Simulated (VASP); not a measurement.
Consider the following.

```yaml
crystal:
  lattice:
    - [0.00000, 2.75737, 2.75737]
    - [2.75737, 0.00000, 2.75737]
    - [2.75737, 2.75737, 0.00000]
  atoms:
    - { symbol: Ag, position: [0.00000, 0.00000, 0.00000] }
    - { symbol: Cl, position: [0.50000, 0.50000, 0.50000] }
```

Level of theory: optB86b-vdW, VASP's PBE PAW potentials (set 64) (plane waves; VASP). Settings: 520 eV cut-off, 9×9×9 Γ-centred mesh, tetrahedra with Blöchl corrections, potentials Ag Cl.

**Question.** What does the run give for the energy per atom (σ→0)?

**Answer.** 
```json
{
 "energy per atom (σ→0)": "-0.402 eV/atom"
}
```

The absolute energy has meaning only against runs of the same code, potentials and settings.

The compound is AgCl in the rock salt structure. It was relaxed first.
